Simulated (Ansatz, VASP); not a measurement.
## Two plane-wave programs on Mg2SO

Contents of INCAR:

```
ALGO     = Normal         # electronic algorithm
EDIFF    = 1E-6           # SCF threshold, eV
ENCUT    = 520            # plane-wave cutoff, eV
GGA      = PE             # functional
ISIF     = 2              # what is computed and relaxed
ISMEAR   = 0              # smearing method
LASPH    = T              # aspherical terms in the spheres
LCHARG   = F              # write CHGCAR
LREAL    = F              # projectors in reciprocal space
LWAVE    = F              # write WAVECAR
NBANDS   = 16             # bands
NELM     = 60             # most SCF steps
PREC     = Accurate       # precision mode
SIGMA    = 0.01           # smearing width, eV
```

The input KPOINTS:

```
k-points
0
Gamma
  8 8 6
```

The input POSCAR:

```
Mg2SO
1.0
    3.4083939425      0.0000000000      0.0000000000
    0.0000000000      3.4083939425      0.0000000000
    0.0000000000      0.0000000000      4.7611186761
O Mg S
1 2 1
Direct
    0.0000000000      0.0000000000      0.0000000000
    0.0000000000      0.0000000000      0.5000000000
    0.5000000000      0.5000000000      0.0000000000
    0.5000000000      0.5000000000      0.5000000000
```

Input for Ansatz:

```yaml
crystal:
  lattice:
    - [3.4083939425, 0.0, 0.0]
    - [0.0, 3.4083939425, 0.0]
    - [0.0, 0.0, 4.7611186761]
  atoms:
    - { symbol: O, position: [0.0, 0.0, 0.0] }
    - { symbol: Mg, position: [0.0, 0.0, 0.5] }
    - { symbol: S, position: [0.5, 0.5, 0.5] }
    - { symbol: Mg, position: [0.5, 0.5, 0.0] }
kpoints:
  mp_grid: { grid: [8, 8, 6] }
  band_path:
    path:
      - [0.0, 0.0, 0.0]
      - [0.0, 0.5, 0.0]
      - [0.5, 0.5, 0.0]
      - [0.0, 0.0, 0.5]
      - [0.0, 0.5, 0.5]
      - [0.5, 0.5, 0.5]
    npoints: 1
hamiltonian:
  xc: pbe
scf:
  occupations: { method: fixed }
  n_extra_bands: 5
output:
  forces: true
  stress: true
  eigenvalues: true
```

Alike in both runs: task single point; functional PBE; k mesh 8 × 8 × 6; no spin polarisation.

|  | VASP | Ansatz |
| --- | --- | --- |
| version | VASP 6.6.1 | Ansatz 0.2.0 |
| potentials or method | VASP PAW PBE potentials, release 64 (O, Mg, S) | plane waves, PAW |
| plane-wave cutoff (eV) | 520 | 420 |
| occupations | gaussian, width 0.01 eV | fixed |
| valence electrons in the cell | 16 | 32 |

Ansatz gave:

| Item | Value |
| --- | --- |
| gap on the k mesh at the Fermi level (eV) | 3.19 |
| pressure (GPa) | 2.4 |
| largest component of the traceless stress (GPa) | 0.09 |

Problem. Which values does VASP return?

Solution. gap on the k mesh at the Fermi level (eV): 3.17; pressure (GPa): 2.0; largest component of the traceless stress (GPa): 0.08.

The two sets of potentials don't hold the same shells in valence.

A k mesh can miss the band edges. A hybrid or GW would open this gap; PBE tends to underestimate it.
